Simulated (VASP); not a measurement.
```
CELL_PARAMETERS angstrom
      2.87895     0.00000     0.00000
     -1.43947     2.49324     0.00000
      0.00000     0.00000    16.74348
ATOMIC_POSITIONS crystal
  Ca 0.66667 0.33333 0.50000
  F  0.33333 0.66667 0.41807
  F  0.33333 0.66667 0.58193
```

The numbers are results of PBE GGA, VASP's PBE PAW potentials (set 64) (plane waves; VASP 6.6.1), not measurements. Run with 400 eV cut-off, 13×13×1 Γ-centred mesh, Gaussian smearing of 0.050 eV, potentials Ca_sv F.

The cell holds a wide vacuum, so values per volume refer to the whole cell.

Task: Give the energies of bands 7 to 15 at the high-symmetry points, in eV from the valence-band maximum.

Result: 
```csv
band,Γ,M,K
7,-1.85,-1.96,-1.95
8,-0.33,-1.48,-1.21
9,-0.28,-0.97,-0.90
10,-0.28,-0.75,-0.89
11,-0.13,-0.36,-0.52
12,-0.13,-0.11,-0.43
13,6.85,6.43,7.56
14,9.05,10.16,10.81
15,9.05,11.61,10.83
```

The gap is indirect, 6.43 eV, from the valence maximum at K-Γ at 0.63 to the conduction minimum at M.

The cell is a sheet with vacuum, built from a generated structure.
